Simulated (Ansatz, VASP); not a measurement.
# TaGe2As4PdSeS (1T-PdSSe under TaGe2As4, AA') in two plane-wave programs, part 2 of 2

One calculation is typed for both programs; each brings its own data sets. How far apart do they land? The structure shown is the end of the Ansatz relaxation below.

VASP 6.6.1 and Ansatz 0.2.0.

So far: Set-up; Ansatz: relaxation, PBEsol with D3(BJ).

## 3. VASP: single point, PBEsol with D3(BJ)

Level of this step: PBEsol with D3(BJ), zero-moment start; plane waves and PAW (Se, Pd, S, As, Ge_d, Ta_pv) (VASP).

The same cell, functional, mesh and smearing now go to VASP, with its own data sets.

Lines of VASP's logs that name or quote its potential files are left out, and so is its time.

Input file INCAR:

```
SYSTEM = TaGe2As4PdSeS
PREC = Accurate
ENCUT = 410
EDIFF = 1E-06
NELM = 200
ISMEAR = -1
SIGMA = 0.05
LREAL = .FALSE.
ALGO = Normal
GGA = PS
IVDW = 12
NBANDS = 55
ISPIN = 2
MAGMOM = 0 0 -0 0 -0 -0 0 0 0 0
LASPH = .TRUE.
LMAXMIX = 4
LORBIT = 11
LWAVE = .FALSE.
LCHARG = .FALSE.
ISIF = 2
LDIPOL = .TRUE.
IDIPOL = 3
DIPOL = 0.5 0.5 0.5
LVHAR = .TRUE.
GGA_COMPAT = .FALSE.
NELMDL = -8
KPAR = 2
```

Input file POSCAR:

```
TaGe2As4PdSeS
1.0
    3.6327794915      0.0000000000      0.0000000000
   -1.8163897458      3.1460793260      0.0000000000
    0.0000000000      0.0000000000     60.8080920899
Se Pd S As Ge Ta
1 1 1 4 2 1
Direct
    0.6666666667      0.3333333333      0.3720946502
    0.0000000000      0.0000000000      0.3936551647
    0.3333333333      0.6666666667      0.4127937825
    0.3333333333      0.6666666667      0.4615040842
    0.0000000000      0.0000000000      0.5207115653
    0.0000000000      0.0000000000      0.5700831396
    0.3333333333      0.6666666667      0.6289064807
    0.0000000000      0.0000000000      0.4808885046
    0.0000000000      0.0000000000      0.6095888218
    0.3333333333      0.6666666667      0.5451616374
```

Input file KPOINTS:

```
Automatic mesh
0
Gamma
12 12 1
0 0 0
```

The projector-augmented-wave data sets are Se, Pd, S, As, Ge_d and Ta_pv (PBE family, release 64).

Launch:

```console
> mpirun -np 2 vasp_std
```

Numbers of over 12 decimals in the logs are rounded to 6 here.

Output:

```text
[banner, memory and clock lines left out]
running    2 mpi-ranks, on    1 nodes
 distrk:  each k-point on    1 cores,    2 groups
 distr:  one band on    1 cores,    1 groups

 POSCAR found type information on POSCAR SePdS AsGeTa
 POSCAR found :  6 types and      10 ions
|                                                                             |
|               ----> ADVICE to this user running VASP <----                  |
|                                                                             |
|     You enforced a specific xc type in the INCAR file but a different       |
|     [... a line on the potential file left out ...]
|     I HOPE YOU KNOW WHAT YOU ARE DOING!                                     |
|                                                                             |

 LDA part: xc-table for (Slater+PW92), standard interpolation
|                                                                             |
|           W    W    AA    RRRRR   N    N  II  N    N   GGGG   !!!           |
|           W    W   A  A   R    R  NN   N  II  NN   N  G    G  !!!           |
|           W    W  A    A  R    R  N N  N  II  N N  N  G       !!!           |
|           W WW W  AAAAAA  RRRRR   N  N N  II  N  N N  G  GGG   !            |
|           WW  WW  A    A  R   R   N   NN  II  N   NN  G    G                |
|           W    W  A    A  R    R  N    N  II  N    N   GGGG   !!!           |
|                                                                             |
|     One of the lattice vectors is very long (>50 A), but AMIN is rather     |
|     large. This can spoil convergence since charge sloshing might occur     |
|     along the long lattice vector. If problems with convergence are         |
|     observed, try to decrease AMIN to a smaller value (e.g. 0.01).          |
|     Note: This warning only applies if the self-consistency cycle is        |
|     used.                                                                   |
|                                                                             |

 POSCAR, INCAR and KPOINTS ok, starting setup
 FFT: planning ... GRIDC
 FFT: planning ... GRID_SOFT
 FFT: planning ... GRID
 WAVECAR not read
 entering main loop
       N       E                     dE             d eps       ncg     rms          rms(c)
DAV:   1     0.630481551821E+03    0.63048E+03   -0.30270E+04  4882   0.122E+03
DAV:   2     0.304737452546E+02   -0.60001E+03   -0.57194E+03  4992   0.292E+02
DAV:   3    -0.562443177437E+02   -0.86718E+02   -0.84812E+02  5797   0.125E+02
DAV:   4    -0.604780846418E+02   -0.42338E+01   -0.41624E+01  5034   0.341E+01
DAV:   5    -0.606386307037E+02   -0.16055E+00   -0.16021E+00  5994   0.577E+00
DAV:   6    -0.606426015366E+02   -0.39708E-02   -0.39698E-02  5960   0.826E-01
DAV:   7    -0.606427543252E+02   -0.15279E-03   -0.15278E-03  6178   0.149E-01
DAV:   8    -0.606427610951E+02   -0.67700E-05   -0.67693E-05  5928   0.290E-02    0.211E+01
DAV:   9    -0.708906370309E+02   -0.10248E+02   -0.31611E+01  5062   0.323E+01    0.355E+01
DAV:  10    -0.592139716942E+02    0.11677E+02   -0.21642E+01  5569   0.181E+01    0.115E+01
DAV:  11    -0.113512594199E+03   -0.54299E+02   -0.12751E+02  5914   0.379E+01    0.354E+01
DAV:  12    -0.593076593473E+02    0.54205E+02   -0.40664E+02  6337   0.397E+01    0.105E+01
DAV:  13    -0.610457178118E+02   -0.17381E+01   -0.75756E+01  5100   0.270E+01    0.201E+01
DAV:  14    -0.592574988271E+02    0.17882E+01   -0.28323E+01  5080   0.145E+01    0.386E+00
[...]
DAV:  54    -0.580488686701E+02    0.65539E-05   -0.60471E-07  2943   0.431E-03    0.984E-04
DAV:  55    -0.580488758930E+02   -0.72229E-05   -0.86092E-08  2769   0.102E-03    0.100E-03
DAV:  56    -0.580488891588E+02   -0.13266E-04   -0.63277E-08  2896   0.714E-04    0.122E-03
DAV:  57    -0.580489037120E+02   -0.14553E-04   -0.40405E-08  2950   0.581E-04    0.127E-03
DAV:  58    -0.580489067449E+02   -0.30329E-05   -0.23266E-08  2803   0.628E-04    0.962E-04
DAV:  59    -0.580489101877E+02   -0.34428E-05   -0.60367E-08  2737   0.989E-04    0.243E-04
DAV:  60    -0.580489122238E+02   -0.20362E-05   -0.19262E-08  2896   0.419E-04    0.233E-04
DAV:  61    -0.580489127691E+02   -0.54529E-06   -0.65134E-09  2745   0.264E-04
   1 F= -.61260439E+02 E0= -.61248447E+02  d E =-.239838E-01  mag=     0.0000
```

Parts of OUTCAR (step 3):

```text
ion  position               nearest neighbor table
   1  0.667  0.333  0.372-   2 2.47   2 2.47   2 2.47
   2  0.000  0.000  0.394-   3 2.40   3 2.40   3 2.40   1 2.47   1 2.47   1 2.47
   3  0.333  0.667  0.413-   2 2.40   2 2.40   2 2.40
   4  0.333  0.667  0.462-   8 2.41   8 2.41   8 2.41
   5  0.000  0.000  0.521-   8 2.42  10 2.57  10 2.57  10 2.57
   6  0.000  0.000  0.570-   9 2.40  10 2.59  10 2.59  10 2.59
   7  0.333  0.667  0.629-   9 2.40   9 2.40   9 2.40
   8  0.000  0.000  0.481-   4 2.41   4 2.41   4 2.41   5 2.42
   9  0.000  0.000  0.610-   6 2.40   7 2.40   7 2.40   7 2.40
  10  0.333  0.667  0.545-   5 2.57   5 2.57   5 2.57   6 2.59   6 2.59   6 2.59

  LATTYP: Found a hexagonal cell.
 ALAT       =     3.6327794915
 C/A-ratio  =    16.7387236776

 Subroutine GETGRP returns: Found  6 space group operations
 (whereof  6 operations were pure point group operations)

The static configuration has the point symmetry C_3v.

 Found     19 irreducible k-points:

   k-points           NKPTS =     19   k-points in BZ     NKDIM =     19   number of bands    NBANDS=     55

   dimension x,y,z NGX =    24 NGY =   24 NGZ =  420
   dimension x,y,z NGXF=    48 NGYF=   48 NGZF=  840

   ENCUT  =  410.0 eV  30.13 Ry    5.49 a.u.   6.00  6.00100.39*2*pi/ulx,y,z

   NELECT =      81.0000    total number of electrons

 k-points in reciprocal lattice and weights: Automatic mesh
   0.00000000  0.00000000  0.00000000       0.007
   0.08333333 -0.00000000  0.00000000       0.042
   0.16666667 -0.00000000  0.00000000       0.042
   0.25000000  0.00000000  0.00000000       0.042
   0.33333333 -0.00000000  0.00000000       0.042
   0.41666667  0.00000000  0.00000000       0.042
   0.50000000  0.00000000  0.00000000       0.021
   0.08333333  0.08333333  0.00000000       0.042
   0.16666667  0.08333333  0.00000000       0.083
[...]
0.33333333  0.25000000  0.00000000       0.083
   0.33333333  0.33333333  0.00000000       0.014

 dipolmoment           0.000000      0.000000      0.020200 electrons x Angstroem

 average (electrostatic) potential at core
       1 -60.7863       2 -83.8995       3 -94.2503       4 -56.3276       5 -55.7209
       6 -55.6324       7 -55.9375       8 -81.0046       9 -80.7424      10 -44.2582

 E-fermi :  -1.9461

 spin component 1
 k-point     1 :       0.0000    0.0000    0.0000
  band No.  band energies     occupation
    ...
     34      -2.5573      1.00000
     35      -2.5573      1.00000
     36      -2.4924      0.99998
     37      -2.2286      0.99650
     38      -2.2286      0.99650
     39      -1.9353      0.44597
     40      -1.9353      0.44597
     41      -1.3463      0.00001
     42      -0.4179      0.00000
     43      -0.4179      0.00000
    ...

 k-point     2 :       0.0833   -0.0000    0.0000
  band No.  band energies     occupation
    ...
     36      -2.7275      1.00000
     37      -2.4913      0.99998
     38      -2.4135      0.99991
     39      -2.2526      0.99782
     40      -2.1211      0.97068
     41      -1.3488      0.00001
     42      -0.8359      0.00000
     43      -0.5101      0.00000
     44       0.6809      0.00000
     45       0.7785      0.00000
    ...

 k-point     3 :       0.1667   -0.0000    0.0000
  band No.  band energies     occupation
    ...
     36      -3.0725      1.00000
     37      -2.8788      1.00000
     38      -2.8144      1.00000
     39      -2.5257      0.99999
     40      -2.3328      0.99956
     41      -1.6612      0.00334
     42      -1.4833      0.00010
     43      -0.6765      0.00000
     44       0.3707      0.00000
     45       0.4193      0.00000
    ...

 k-point     4 :       0.2500    0.0000    0.0000
  band No.  band energies     occupation
    ...
     37      -3.3592      1.00000
     38      -3.0805      1.00000
     39      -2.8943      1.00000
     40      -2.6621      1.00000
     41      -2.0201      0.81434
     42      -1.7415      0.01641
     43      -0.7523      0.00000
     44      -0.0636      0.00000
     45       0.0937      0.00000
     46       0.6043      0.00000
    ...

 k-point     5 :       0.3333   -0.0000    0.0000
  band No.  band energies     occupation
    ...
     37      -3.6697      1.00000
     38      -3.3374      1.00000
     39      -2.9945      1.00000
     40      -2.6780      1.00000
     41      -2.3474      0.99967
     42      -1.4706      0.00007
     43      -0.7248      0.00000
     44      -0.5461      0.00000
     45      -0.1791      0.00000
     46       0.4428      0.00000
    ...

 k-point     6 :       0.4167    0.0000    0.0000
  band No.  band energies     occupation
    ...
     37      -3.7863      1.00000
     38      -3.5545      1.00000
     39      -3.2390      1.00000
     40      -2.5745      1.00000
     41      -2.3731      0.99980
     42      -1.1588      0.00000
     43      -0.7264      0.00000
     44      -0.6711      0.00000
     45      -0.3343      0.00000
     46       0.3403      0.00000
    ...

 Edisp (eV)   -3.21153

  Total       0.08844     0.08844     0.20151    -0.00000     0.00000    -0.00000
  in kB       0.20389     0.20389     0.46454    -0.00000     0.00000    -0.00000
  external pressure =        0.29 kB  Pullay stress =        0.00 kB

  energy-cutoff  :      410.00
  volume of cell :      694.98
      direct lattice vectors                 reciprocal lattice vectors
     3.632779492  0.000000000  0.000000000     0.275271318  0.158927970  0.000000000
    -1.816389746  3.146079326  0.000000000     0.000000000  0.317855940  0.000000000
     0.000000000  0.000000000 60.808092090     0.000000000  0.000000000  0.016445180

 POSITION                                       TOTAL-FORCE (eV/Angst)
 -----------------------------------------------------------------------------------
      1.81639      1.04869     22.62637        -0.000000     -0.000000     -0.009871
      0.00000      0.00000     23.93742         0.000000     -0.000000      0.016739
     -0.00000      2.09739     25.10120         0.000000      0.000000     -0.009970
     -0.00000      2.09739     28.06318         0.000000     -0.000000     -0.042511
      0.00000      0.00000     31.66348        -0.000000     -0.000000     -0.022189
      0.00000      0.00000     34.66567         0.000000     -0.000000      0.018443
     -0.00000      2.09739     38.24260         0.000000     -0.000000      0.046730
      0.00000      0.00000     29.24191         0.000000     -0.000000      0.021857
      0.00000      0.00000     37.06793        -0.000000      0.000000     -0.020435
     -0.00000      2.09739     33.15024         0.000000     -0.000000      0.001207
 -----------------------------------------------------------------------------------
    total drift:                                0.000001     -0.000001      0.000431

  FREE ENERGIE OF THE ION-ELECTRON SYSTEM (eV)
  ---------------------------------------------------
  free  energy   TOTEN  =       -61.2604388637 eV

  energy  without entropy=      -61.2364550277  energy(sigma->0) =      -61.24844695

 vacuum level on the upper side and lower side of the slab         3.135         2.816

 total charge
# of ion       s       p       d       tot
------------------------------------------
    1        1.484   2.237   0.051   3.773
    2        0.508   0.721   8.408   9.637
    3        1.373   2.224   0.000   3.596
    4        1.283   1.470   0.046   2.799
    5        1.216   1.607   0.057   2.880
    6        1.211   1.604   0.057   2.872
    7        1.277   1.484   0.043   2.803
    8        1.142   1.217  10.065  12.424
    9        1.128   1.239  10.066  12.433
   10        0.294   6.170   2.389   8.853
--------------------------------------------------
tot         10.915  19.972  31.184  62.071

 magnetization (x)
# of ion       s       p       d       tot
------------------------------------------
    1       -0.000  -0.000   0.000  -0.000
    2        0.000   0.000  -0.000  -0.000
    3        0.000  -0.000   0.000   0.000
    4       -0.000  -0.000  -0.000  -0.000
    5        0.000  -0.000  -0.000  -0.000
    6       -0.000   0.000  -0.000   0.000
    7       -0.000  -0.000  -0.000  -0.000
    8       -0.000  -0.000   0.000  -0.000
    9       -0.000  -0.000  -0.000  -0.000
   10        0.000   0.000   0.000   0.000
--------------------------------------------------
tot         -0.000  -0.000  -0.000  -0.000

[... 2 further parts left out ...]
```

This run allows spin, but its moments start at zero, where symmetry between the spins tends to hold them. Its electron count is odd, so without a moment it is a metal by construction.

## 4. Comparison

Known differences besides the potentials themselves: Ansatz cuts the interaction across the vacuum, VASP repeats the sheet with a dipole correction; the data sets hold 141 valence electrons in Ansatz (on its default PAW (the set named soft_2) files) and 81 in VASP; the cutoff is 420 eV in Ansatz and 410 eV in VASP; Ansatz makes its cores anew for this functional, VASP keeps those of its PBE data sets. Total energies have different zeros and are not compared.

At this near-relaxed geometry the largest component of a force difference is 47 meV/Å. With vacuum in the cell, a pressure given here is an average over mostly empty space and none of the material.

## 5. Results

* r.m.s. force difference (single point, PBEsol with D3(BJ)): 14 meV/Å

What this shows: The r.m.s. force difference is 14 meV/Å (single point, PBEsol with D3(BJ)), beyond the 12 meV/Å picked in this series as the mark of a large difference. The data sets hold unlike numbers of valence electrons (141 in Ansatz and 81 in VASP), so part of the differences comes from the potentials. What causes the difference of the single point, PBEsol with D3(BJ) pair stays open here. How closely two codes agree says nothing of how well the functional describes the real material.

[Lines on the potential files, build, host, timing and source positions are cut from VASP's logs without a mark.]

[Logs are printed without paths, hosts, clocks, repeated set-up lines and the standing remarks that a program may print on its own settings, such as how far it seeks lower states.]

[Hosts, paths, dates, database ids (printed as entryN), source tags and the programs' standing remarks are cut or masked in the printed files.]
